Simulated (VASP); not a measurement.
Wanted: the native input for a VASP 6.6.1 run.

* Task: relaxation of cell and atoms
* Functional: PBE
* Potentials or basis: VASP PAW PBE potentials, release 64 (Ge_d, Pt)
* Cutoff: 600 eV
* k mesh: 5 × 7 × 5
* Occupations: gaussian, width 0.1 eV
* Spin: no spin polarisation
* Further INCAR settings: ALGO = Fast; EDIFF = 1e-07; IBRION = 2; EDIFFG = -0.004; NSW = 80; ISIF = 3

The structure of GePt lies in POSCAR:

```
GePt
1.0
    5.7190000000      0.0000000000      0.0000000000
    0.0000000000      3.6970000000      0.0000000000
    0.0000000000      0.0000000000      6.0840000000
Ge Pt
4 4
Direct
    0.1850000000      0.2500000000      0.5900000000
    0.3150000000      0.7500000000      0.0900000000
    0.6850000000      0.2500000000      0.9100000000
    0.8150000000      0.7500000000      0.4100000000
    0.9995000000      0.2500000000      0.1908000000
    0.5005000000      0.7500000000      0.6908000000
    0.4995000000      0.2500000000      0.3092000000
    0.0005000000      0.7500000000      0.8092000000
```

These files were run (other wordings do the same):

INCAR

```
SYSTEM = GePt
PREC     = Accurate       ! precision mode
ENCUT    = 600            ! plane-wave cutoff, eV
EDIFF    = 1E-7           ! SCF threshold, eV
ISMEAR   = 0              ! smearing method
SIGMA    = 0.1            ! smearing width, eV
LREAL    = .False.        ! projectors in reciprocal space
LASPH    = .True.         ! aspherical terms in the spheres
NELM     = 80             ! most SCF steps
ALGO     = Fast           ! electronic algorithm
ISIF     = 3              ! what is computed and relaxed
LWAVE    = .False.        ! write WAVECAR
LCHARG   = .False.        ! write CHGCAR
GGA      = PE             ! functional
IBRION   = 2              ! ionic algorithm
NSW      = 80             ! ionic steps
EDIFFG   = -0.004         ! ionic threshold
```

KPOINTS

```
regular mesh
0
Gamma
  5 7 5
  0 0 0
```

Potentials or basis: VASP PAW PBE potentials, release 64 (Ge_d, Pt).

Run with:

```sh
$ cat potpaw_PBE.64/Ge_d/POTCAR potpaw_PBE.64/Pt/POTCAR > POTCAR
$ mpirun -np 1 vasp_std > vasp.out
```

It gave:

```json
{
 "Relaxed volume": "16.88 Å³/atom",
 "Relaxed cell": "a = 5.807 Å, b = 3.769 Å, c = 6.171 Å, α = 90.00°, β = 90.00°, γ = 90.00°",
 "Space group after relaxing (to 0.05 Å)": "Pnma (No. 62)",
 "Energy gained by relaxing": "19.9 meV/atom",
 "Ionic steps": "14",
 "Pressure after relaxing": "0.0 GPa",
 "Band gap on the k mesh": "none (metal or under the smearing width)"
}
```

Run time: 36 min on 1 thread of Intel(R) Xeon(R) Platinum 8488C (Sapphire Rapids), with other jobs on the host, peak memory 0.45 GiB.
